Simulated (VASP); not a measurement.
A run of VASP 6.6.1:

Contents of INCAR:

```
SYSTEM = Ag
  PREC = Accurate
  ENCUT = 520
  EDIFF = 1E-7
  ISMEAR = 0
  SIGMA = 0.1
  LREAL = .False.
  LASPH = .True.
  NELM = 100
  ALGO = Fast
  ISIF = 2
  LWAVE = .False.
  LCHARG = .False.
  GGA = PE
  NBANDS = 12
```

File KPOINTS:

```
regular mesh
0
Gamma
  8 8 8
  0 0 0
```

POSCAR

```
Ag
1.0
    0.0000000000      2.0427500000      2.0427500000
    2.0427500000      0.0000000000      2.0427500000
    2.0427500000      2.0427500000      0.0000000000
Ag
1
Direct
    0.0000000000      0.0000000000      0.0000000000
```

Potentials or basis: VASP PAW PBE potentials, release 64 (Ag).

The run is started by

```sh
$ cat potpaw_PBE.64/Ag/POTCAR > POTCAR
$ mpirun -np 1 vasp_std > vasp.out
```

Hardware: 1 thread of Intel(R) Xeon(R) 6975P-C (Granite Rapids) (shared host).

Question: How long does it take, and how much memory?

Answer: Wall time 3.2 s on 1 thread of Intel(R) Xeon(R) 6975P-C (Granite Rapids), with other jobs on the host, peak memory 0.13 GiB. Counts: scf iterations 12, k points 29.
